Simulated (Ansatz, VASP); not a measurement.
**H4C5 (C wire along [100], 25 atoms a period, H-terminated) in two plane-wave programs**

Wanted: the spread between two codes on one cell, functional and k mesh. The cell is taken from a series of runs on this material, whose earlier steps may have relaxed, scaled, displaced or heated it; both programs get it as it stands.

Program: Ansatz 0.2.0. Level of theory: plane waves, with VASP 6.6.1 beside it; single point at r2SCAN. Results are calculated unless marked as measured.

## 1. The starting structure

The cell holds 45 atoms: 25 C and 20 H. Cell: a = 15.233 Å, b = 15.233 Å, c = 3.671 Å, α = 90.0°, β = 90.0°, γ = 90.0°. Vacuum lies along a and b. The structure's axis is c.

## 2. Ansatz: single point, r2SCAN

Ansatz runs on its PAW soft_1 files.

A single point gives forces, pressure and levels at one fixed geometry, so differences don't come from the geometry; what else differs is listed under the comparison.

The input, input.yaml:

```yaml
crystal:
  lattice:
    - [15.233, 0.0, 0.0]
    - [0.0, 15.233, 0.0]
    - [0.0, 0.0, 3.6705897683]
  atoms:
    - { symbol: C, position: [0.266804168, 0.500008685, 0.0] }
    - { symbol: C, position: [0.384169712, 0.384169712, 0.992805407] }
    - { symbol: C, position: [0.384169712, 0.615847659, 0.007194593] }
    - { symbol: C, position: [0.500008685, 0.266804168, 0.0] }
    - { symbol: C, position: [0.500008685, 0.500008685, 0.0] }
    - { symbol: C, position: [0.500008685, 0.733213202, 0.0] }
    - { symbol: C, position: [0.615847659, 0.384169712, 0.007194593] }
    - { symbol: C, position: [0.615847659, 0.615847659, 0.992805407] }
    - { symbol: C, position: [0.733213202, 0.500008685, 0.0] }
    - { symbol: H, position: [0.223134469, 0.458259074, 0.16423002] }
    - { symbol: H, position: [0.340995652, 0.340995652, 0.153206903] }
    - { symbol: H, position: [0.458259074, 0.223134469, 0.16423002] }
    - { symbol: H, position: [0.541758297, 0.776882902, 0.16423002] }
    - { symbol: H, position: [0.659021718, 0.659021718, 0.153206903] }
    - { symbol: H, position: [0.776882902, 0.541758297, 0.16423002] }
    - { symbol: C, position: [0.324884357, 0.557348168, 0.24357987] }
    - { symbol: C, position: [0.441033559, 0.441033559, 0.251820924] }
    - { symbol: C, position: [0.442669203, 0.675133014, 0.24357987] }
    - { symbol: C, position: [0.557348168, 0.324884357, 0.24357987] }
    - { symbol: C, position: [0.558983812, 0.558983812, 0.251820924] }
    - { symbol: C, position: [0.675133014, 0.442669203, 0.24357987] }
    - { symbol: H, position: [0.282452984, 0.600909407, 0.404861937] }
    - { symbol: H, position: [0.399107963, 0.717564387, 0.404861937] }
    - { symbol: H, position: [0.600909407, 0.282452984, 0.404861937] }
    - { symbol: H, position: [0.717564387, 0.399107963, 0.404861937] }
    - { symbol: C, position: [0.381898629, 0.500008685, 0.5] }
    - { symbol: C, position: [0.500008685, 0.381898629, 0.5] }
    - { symbol: C, position: [0.500008685, 0.618118742, 0.5] }
    - { symbol: C, position: [0.618118742, 0.500008685, 0.5] }
    - { symbol: H, position: [0.282452984, 0.399107963, 0.595138063] }
    - { symbol: H, position: [0.399107963, 0.282452984, 0.595138063] }
    - { symbol: H, position: [0.600909407, 0.717564387, 0.595138063] }
    - { symbol: H, position: [0.717564387, 0.600909407, 0.595138063] }
    - { symbol: C, position: [0.324884357, 0.442669203, 0.75642013] }
    - { symbol: C, position: [0.442669203, 0.324884357, 0.75642013] }
    - { symbol: C, position: [0.441033559, 0.558983812, 0.748179076] }
    - { symbol: C, position: [0.558983812, 0.441033559, 0.748179076] }
    - { symbol: C, position: [0.557348168, 0.675133014, 0.75642013] }
    - { symbol: C, position: [0.675133014, 0.557348168, 0.75642013] }
    - { symbol: H, position: [0.223134469, 0.541758297, 0.83576998] }
    - { symbol: H, position: [0.340995652, 0.659021718, 0.846793097] }
    - { symbol: H, position: [0.458259074, 0.776882902, 0.83576998] }
    - { symbol: H, position: [0.541758297, 0.223134469, 0.83576998] }
    - { symbol: H, position: [0.659021718, 0.340995652, 0.846793097] }
    - { symbol: H, position: [0.776882902, 0.458259074, 0.83576998] }
kpoints:
  mp_grid: { grid: [1, 1, 17] }
  band_path: { path: ["Γ", Z], npoints: 90 }
scf:
  occupations: { method: fermi_dirac, width: 0.05 }
hamiltonian:
  xc: r2scan
  pseudopotentials: { kind: paw, azcp: { folder: soft_1 } }
```

Started as:

```sh
ansatz run input.yaml --threads 4 --pin off --max-ram 16384MiB --backend cpu --events-out ev --progress --plain --runs-dir out
```

Numbers of over 12 decimals in the logs are rounded to 6 here.

What it wrote:

```text
Engine: ansatz 0.2.0, aarch64-unknown-linux-gnu
Pseudopotentials: kind: paw
Pseudopotential: C, paw, valence charge 4, recommended cutoff 500 eV (meta_gga), soft_1/C.paw.azcp
Pseudopotential: H, paw, valence charge 1, recommended cutoff 500 eV (meta_gga), soft_1/H.paw.azcp
Functional definition: r2SCAN
  parameter k0 = 0.174
  parameter k1 = 0.065
  parameter a1 = 4.9479
  exchange = r2scan_x(k0 = k0, k1 = k1, a1 = a1)
  correlation = r2scan_c
Crystal: 45 atoms, lattice volume = 851.739 Å³
Basis set: ecut = 500 eV, 21733 PW (Γ), exchange–correlation on 480×480×108 points (64 copies of the dense FFT grid, shifted against one another)
Bands: 105, of which v1, the nominal top of the filled ones, is band 60 counted from 1 (59 counted from 0)
Symmetry: 8 space group operations
Space group: P-42m (ITA 111), of the structure as read, at distance tolerance 9.5e-5 Å
k-points: 9 of 17
Non-local potential: C, projectors of the file, l = 0: 2, l = 1: 2, l = 2: 1
Non-local potential: H, projectors of the file, l = 0: 2, l = 1: 1
PAW form: soft (Blöchl's): semilocal exchange-correlation on the pseudo side does not see the compensation charge
PAW frozen core: C, regenerated for the run's functional (the file was generated under x = pbe(κ = 0.804, μ = 0.219515), c = pbe(β = 0.066725))
PAW one-centre angular grid: C, 302 points (default); XC on 219 of its mesh's 2255 points in the sphere
PAW one-centre angular grid: H, 302 points (default); XC on 160 Gauss nodes
Initial density: superposition of atomic densities (neutral atoms: chi_scale 0, normalization atom)
Initial wavefunctions: pseudopotential atomic-orbital guess
Functional: x = r2scan, c = r2scan; τ floored in thin density (d = 2e-4 eV/Å³)
SCF iter   1: F=—  HF=-6626.855447 eV  |F-HF|=—  |Δ(HF+E_count)|=         —  Δρ=7.47e-2  dr2=5.07e1  dr2_τ=7.73e0  ethr=3.10e-3  ⟨swp⟩=8.3  Hψ=5469  notcnv=0  defer=112
preconditioner: auto → Resta (q_TF=auto, 1.968 Å⁻¹)  ε∞=1.6  [insulator: Δε(μ)=6.795 eV  Ē_g=17.971 eV  σ=0.050 eV  W_gap=1.00  n_scr=110 (ndim 8)  ℏωp=13.9 eV  f_vac=0.609  D(μ)=0.00/eV (n_scr^D=0)  ε∞_Penn≈1.6  vacuum switching on, ρ_ref=2.3e-2 e/Å³]
SCF iter   2: F=—  HF=-6613.284243 eV  |F-HF|=—  |Δ(HF+E_count)|=    1.36e1  Δρ=3.49e-2  dr2=6.66e0  dr2_τ=3.78e-1  ethr=3.10e-3  ⟨swp⟩=4.1  Hψ=2091  notcnv=0  defer=356
SCF iter   3: F=—  HF=-6612.827748 eV  |F-HF|=—  |Δ(HF+E_count)|=   4.56e-1  Δρ=9.43e-3  dr2=6.79e-1  dr2_τ=5.00e-2  ethr=3.10e-3  ⟨swp⟩=3.2  Hψ=1039  notcnv=0  defer=356
SCF iter   4: F=—  HF=-6612.804233 eV  |F-HF|=—  |Δ(HF+E_count)|=   2.35e-2  Δρ=2.10e-3  dr2=6.33e-2  dr2_τ=3.84e-3  ethr=5.66e-4  ⟨swp⟩=5.0  Hψ=1718  notcnv=0  defer=332
SCF iter   5: F=—  HF=-6612.799742 eV  |F-HF|=—  |Δ(HF+E_count)|=   4.49e-3  Δρ=7.61e-4  dr2=4.07e-3  dr2_τ=4.18e-4  ethr=5.27e-5  ⟨swp⟩=2.7  Hψ=1375  notcnv=0  defer=332
SCF iter   6: F=—  HF=-6612.801883 eV  |F-HF|=—  |Δ(HF+E_count)|=   2.14e-3  Δρ=1.70e-4  dr2=1.12e-4  dr2_τ=1.82e-5  ethr=3.40e-6  ⟨swp⟩=2.4  Hψ=1316  notcnv=0  defer=332
SCF iter   7: F=—  HF=-6612.802176 eV  |F-HF|=—  |Δ(HF+E_count)|=   2.93e-4  Δρ=3.92e-5  dr2=1.15e-5  dr2_τ=1.67e-6  ethr=9.37e-8  ⟨swp⟩=2.0  Hψ=1211  notcnv=0  defer=332
SCF iter   8: F=—  HF=-6612.802282 eV  |F-HF|=—  |Δ(HF+E_count)|=   1.06e-4  Δρ=9.20e-6  dr2=5.69e-7  dr2_τ=6.72e-8  ethr=9.61e-9  ⟨swp⟩=2.0  Hψ=1408  notcnv=0  defer=332
SCF iter   9: F=-6612.802283 eV  HF=-6612.802283 eV  |F-HF|=3.19e-8  |Δ(HF+E_count)|=   5.58e-7  Δρ=1.39e-6  dr2=1.25e-8  dr2_τ=1.71e-9  ethr=8.33e-11  ⟨swp⟩=25.1  Hψ=8943  notcnv=0
SCF 1 converged in 9 iterations: F = -6612.802283 eV  dr2 = 1.25e-8
  greatest PAW one-centre occupation: 0.664 electrons in one spin orbital (limit 2), on the C atom at site 8 (counted from 0), in its partial waves of l = 0
NSCF: frozen V_eff on 91 k-points
SCF converged after 9 iterations
Free energy (F): -6612.802283 eV
Harris-Foulkes:  -6612.802283 eV  (|F-HF|=3.19e-8)
Internal energy: -6612.802283 eV  (E = F + TS)
E sigma→0 (E₀):  -6612.802283 eV
Fermi energy:    0.525112 eV
--- Per-component energies (eV) ---
  E_band       = -1092.675163
  E_kinetic    = 2509.839345
  E_local      = -46190.791770  (includes V_loc(G=0)·N_el)
  E_nonlocal   = 576.909860
  E_hartree    = 21992.574031
  E_xc         = -1349.915325
  E_vxc        = -1864.508977  (∫ρ·V_xc dr)
  E_paw        = -2550.471822  (= ΣΔE_a)
  E_vpaw       = -210.315599  (= ΣTr[D̂ρ^β])
  E_aug_tail   = -0.001716  (compensation charges beyond the density's cutoff)
  E_vtau       = 101.050782  (kinetic-family band-sum trace: ∫τ·v_τ [+ j·A + Jᵃ·Aᵃ] dr)
  E_ewald      = 18399.674462
  E_core_change = -0.619348  (= ΣΔE_core)
  E_smearing   = -0.000000  (= −TS)
  E_closure    = 0.000000  (closes the sum)
  Σ components = -6612.802283   (vs F -6612.802283, Δ=0.00e0)
--- Band table (eV; the first three rows and the last of 9) ---
  k-point 0: bands = [... 56 lower, -2.4714, -2.3933, -1.3744, -1.3744, 2.4048, 2.9929, 2.9929, 3.0552, ... 41 higher]
  k-point 1: bands = [... 56 lower, -2.4998, -2.3187, -1.4550, -1.4550, 2.4491, 3.0328, 3.0328, 3.0986, ... 41 higher]
  k-point 2: bands = [... 56 lower, -2.5836, -2.1643, -1.6780, -1.6780, 2.5771, 3.1499, 3.1499, 3.2236, ... 41 higher]
  k-point 8: bands = [... 56 lower, -3.6175, -3.4103, -3.1150, -3.1150, 4.5757, 5.0567, 5.1394, 5.1394, ... 41 higher]
```

In the SCF lines HF is the Harris–Foulkes energy and dr2 the Hartree energy of the density residual, in eV; the loop may stop once dr2 is under the threshold and the program's other checks hold. Hψ counts applications of the Hamiltonian.

## 3. VASP: single point, r2SCAN

The same cell, functional, mesh and smearing now go to VASP, with its own data sets.

Lines of VASP's logs that name or quote its potential files are left out, and so is its time.

The input, INCAR:

```
SYSTEM = H4C5
PREC = Accurate
ENCUT = 580
EDIFF = 1E-06
NELM = 120
ISMEAR = -1
SIGMA = 0.05
LREAL = Auto
ALGO = Normal
METAGGA = R2SCAN
LASPH = .TRUE.
NBANDS = 96
LORBIT = 11
LWAVE = .FALSE.
LCHARG = .FALSE.
ISIF = 2
GGA_COMPAT = .FALSE.
EFERMI = MIDGAP
LMIXTAU = .TRUE.
KPAR = 8
```

The input, POSCAR:

```
H4C5
1.0
   15.2330000000      0.0000000000      0.0000000000
    0.0000000000     15.2330000000      0.0000000000
    0.0000000000      0.0000000000      3.6705897683
C H
25 20
Direct
    0.2668041685      0.5000086855      0.0000000000
    0.3841697120      0.3841697120      0.9928054070
    0.3841697120      0.6158476590      0.0071945930
    0.5000086855      0.2668041685      0.0000000000
    0.5000086855      0.5000086855      0.0000000000
    0.5000086855      0.7332132025      0.0000000000
    0.6158476590      0.3841697120      0.0071945930
    0.6158476590      0.6158476590      0.9928054070
    0.7332132025      0.5000086855      0.0000000000
    0.3248843570      0.5573481680      0.2435798700
    0.4410335590      0.4410335590      0.2518209240
    0.4426692030      0.6751330140      0.2435798700
    0.5573481680      0.3248843570      0.2435798700
    0.5589838120      0.5589838120      0.2518209240
    0.6751330140      0.4426692030      0.2435798700
    0.3818986290      0.5000086855      0.5000000000
    0.5000086855      0.3818986290      0.5000000000
    0.5000086855      0.6181187420      0.5000000000
    0.6181187420      0.5000086855      0.5000000000
    0.3248843570      0.4426692030      0.7564201300
    0.4426692030      0.3248843570      0.7564201300
    0.4410335590      0.5589838120      0.7481790760
    0.5589838120      0.4410335590      0.7481790760
    0.5573481680      0.6751330140      0.7564201300
    0.6751330140      0.5573481680      0.7564201300
    0.2231344690      0.4582590740      0.1642300200
    0.3409956525      0.3409956525      0.1532069030
    0.4582590740      0.2231344690      0.1642300200
    0.5417582970      0.7768829020      0.1642300200
    0.6590217185      0.6590217185      0.1532069030
    0.7768829020      0.5417582970      0.1642300200
    0.2824529840      0.6009094075      0.4048619370
    0.3991079635      0.7175643870      0.4048619370
    0.6009094075      0.2824529840      0.4048619370
    0.7175643870      0.3991079635      0.4048619370
    0.2824529840      0.3991079635      0.5951380630
    0.3991079635      0.2824529840      0.5951380630
    0.6009094075      0.7175643870      0.5951380630
    0.7175643870      0.6009094075      0.5951380630
    0.2231344690      0.5417582970      0.8357699800
    0.3409956525      0.6590217185      0.8467930970
    0.4582590740      0.7768829020      0.8357699800
    0.5417582970      0.2231344690      0.8357699800
    0.6590217185      0.3409956525      0.8467930970
    0.7768829020      0.4582590740      0.8357699800
```

The input, KPOINTS:

```
Automatic mesh
0
Gamma
1 1 17
0 0 0
```

Potentials, in the order of the species: C and H (PBE family, release 64).

Started as:

```sh
mpirun -np 8 vasp_std
```

What it wrote:

```text
[banner, memory and clock lines left out]
running    8 mpi-ranks, on    1 nodes
[...]
|                                                                             |
|           W    W    AA    RRRRR   N    N  II  N    N   GGGG   !!!           |
|           W    W   A  A   R    R  NN   N  II  NN   N  G    G  !!!           |
|           W    W  A    A  R    R  N N  N  II  N N  N  G       !!!           |
|           W WW W  AAAAAA  RRRRR   N  N N  II  N  N N  G  GGG   !            |
|           WW  WW  A    A  R   R   N   NN  II  N   NN  G    G                |
|           W    W  A    A  R    R  N    N  II  N    N   GGGG   !!!           |
|                                                                             |
|     For optimal performance we recommend to set                             |
|       NCORE = 2 up to number-of-cores-per-socket                            |
|     NCORE specifies how many cores store one orbital (NPAR=cpu/NCORE).      |
|     This setting can greatly improve the performance of VASP for DFT.       |
[...]
|               ----> ADVICE to this user running VASP <----                  |
|                                                                             |
|     You enforced a specific xc type in the INCAR file but a different       |
|     [... a line on the potential file left out ...]
|     I HOPE YOU KNOW WHAT YOU ARE DOING!                                     |
|                                                                             |

 LDA part: xc-table for (None), standard interpolation
 POSCAR, INCAR and KPOINTS ok, starting setup
[...]
entering main loop
       N       E                     dE             d eps       ncg     rms          rms(c)
DAV:   1     0.863936696771E+03    0.86394E+03   -0.50937E+04  1744   0.110E+03
DAV:   2    -0.222061477860E+03   -0.10860E+04   -0.10244E+04  2544   0.252E+02
DAV:   3    -0.360483616756E+03   -0.13842E+03   -0.13745E+03  2240   0.906E+01
DAV:   4    -0.364268352281E+03   -0.37847E+01   -0.37743E+01  2360   0.177E+01
[...]
DAV:  39    -0.319877207670E+03   -0.96136E-05   -0.16262E-06  1392   0.578E-03    0.112E-04
DAV:  40    -0.319877208862E+03   -0.11914E-05   -0.50901E-07  1336   0.400E-03    0.157E-04
DAV:  41    -0.319877209039E+03   -0.17743E-06   -0.13252E-07  1384   0.219E-03
   1 F= -.31987721E+03 E0= -.31987721E+03  d E =-.153303E-16
```

OUTCAR, selected parts (step 3):

```text
  Total       -4.6482582     -4.6482582     -5.1598109     -0.0000000      0.0000000     -0.0000000
  in kB       -8.7436767     -8.7436767     -9.7059408     -0.0000000      0.0000000     -0.0000000
  external PRESSURE =      -9.0644314 kB  Pullay stress =       0.0000000 kB

 POSITION                                       TOTAL-FORCE (eV/Angst)
 -----------------------------------------------------------------------------------
      4.06423      7.61663      0.00000        -0.091328     -0.000000     -0.000000
      5.85206      5.85206      3.64418        -0.053093     -0.053093      0.083715
      5.85206      9.38121      0.02641        -0.053093      0.053093     -0.083715
      7.61663      4.06423      0.00000        -0.000000     -0.091328     -0.000000
      7.61663      7.61663      0.00000        -0.000000     -0.000000     -0.000000
      7.61663     11.16904      0.00000        -0.000000      0.091328     -0.000000
      9.38121      5.85206      0.02641         0.053093     -0.053093     -0.083715
      9.38121      9.38121      3.64418         0.053093      0.053093      0.083715
     11.16904      7.61663      0.00000         0.091328     -0.000000     -0.000000
      4.94896      8.49008      0.89408        -0.040931      0.066826      0.081292
      6.71826      6.71826      0.92433         0.000628      0.000628     -0.000916
      6.74318     10.28430      0.89408        -0.066826      0.040931      0.081292
      8.49008      4.94896      0.89408         0.066826     -0.040931      0.081292
      8.51500      8.51500      0.92433        -0.000628     -0.000628     -0.000916
[...]
-----------------------------------------------------------------------------------
    total drift:                                0.000001      0.000001     -0.000000

  FREE ENERGIE OF THE ION-ELECTRON SYSTEM (eV)
  ---------------------------------------------------
  free  energy   TOTEN  =      -319.8772090391 eV

  energy  without entropy=     -319.8772090391  energy(sigma->0) =     -319.87720904

[... 3 further parts left out ...]
[key lines of the parts left out:]
E-fermi :  -0.1369
```

## 4. Side by side

Known differences besides the potentials themselves: VASP keeps PBE cores, Ansatz makes them for the functional; the cutoff is 500 eV in Ansatz and 580 eV in VASP (PREC = Accurate, projectors in real space). Total energies have different zeros and are not compared.

Compared:

```
              quantity  Ansatz   VASP  difference
gap on the k mesh (eV)   3.779  3.786      -0.007
```

A gap on the mesh is an upper bound, since the band edges may lie between its points.

## 5. What came out

```yaml
difference_in_gap_on_the_k_mesh_single_point_r2scan: -0.0071 eV
```

The difference in gap on the k mesh is -0.0071 eV (single point, r2SCAN), within the 0.08 eV picked in this series as the mark of a large difference. How closely two codes agree says nothing of how well the functional describes the real material.

[Lines on the potential files, build, host, timing and source positions are cut from VASP's logs without a mark.]

[Logs are printed without paths, hosts, clocks, repeated set-up lines and the standing remarks that a program may print on its own settings, such as how far it seeks lower states.]

[Hosts, paths, dates, database ids (printed as entryN), source tags and the programs' standing remarks are cut or masked in the printed files.]
